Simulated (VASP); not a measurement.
```
CELL_PARAMETERS angstrom
      2.10858     1.21739     6.89017
     -2.10858     1.21739     6.89017
      0.00000    -2.43478     6.89017
ATOMIC_POSITIONS crystal
  Sn 0.50000 0.50000 0.50000
  Pb 0.00000 0.00000 0.00000
  Se 0.75260 0.75260 0.75260
  Se 0.24740 0.24740 0.24740
```

Computed with LDA (Ceperley-Alder, Perdew-Zunger), VASP's LDA PAW potentials (set 64) (plane waves; VASP). Numerical set-up: 400 eV cut-off, 7×7×7 Γ-centred mesh, tetrahedra with Blöchl corrections, potentials Sn_d Pb_d Se.

The cores are frozen, which limits the accuracy of field gradients.

Problem. Give the principal components of the electric field gradient (V/Å²) and the asymmetry η at each nucleus.

Solution. 
| atom | Vxx | Vyy | Vzz | η |
|---|---|---|---|---|
| Sn1 | 1.3 | 1.3 | -2.6 | 0.00 |
| Pb2 | 6.9 | 6.9 | -13.9 | 0.00 |
| Se3 | -0.5 | -0.5 | 1.0 | 0.00 |
| Se4 | -0.5 | -0.5 | 1.0 | 0.00 |

The structure comes from a computed database's SnPbSe2 entry (R-3m); how it stands against other phases isn't given here. It was relaxed first, which changed the volume by -7 %.
